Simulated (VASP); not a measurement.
Consider the following.

```
Bi2Se3
1.0
   10.18721    -2.09760     0.05480
   10.18721     2.09760     0.05480
    9.73591     0.00000     3.65981
Bi Se
2 3
Cartesian
 11.96639   0.00000   1.49803
 18.14394   0.00000   2.27138
  0.00000   0.00000   0.00000
  6.55253   0.00000   0.82029
 23.55780   0.00000   2.94912
```

These are PBE GGA, VASP's PBE PAW potentials (set 64) (plane waves; VASP 6.6.1) values and carry that method's errors. Run with 520 eV cut-off, 4×4×4 Γ-centred mesh, Gaussian smearing of 0.050 eV, potentials Bi_d Se.

Without a dispersion term in the relaxation, distances and binding between the weakly bound layers, chains or molecules are unreliable, and so is what depends on them. Unless said otherwise, spin-orbit coupling is left out, though it shifts the bands of the heavy elements here.

Task: Predict the energy per atom (σ→0), largest force, band gap (on the k-mesh) with the smallest direct gap where there is one.

Result: 
```yaml
band gap (on the k-mesh): 0.53 eV
smallest direct gap (on the k-mesh): 0.53 eV
energy per atom (σ→0): -4.049 eV/atom
largest_force: 0.059 eV/Å
```

Only differences to runs with the same potentials and settings are physical.

The compound is Bi2Se3 in the tetradymite structure. It was relaxed first, which changed the volume by +9 %. The k-mesh is coarse (spacing up to 0.44 per Å, 2π included), so the numbers may not be converged in it.
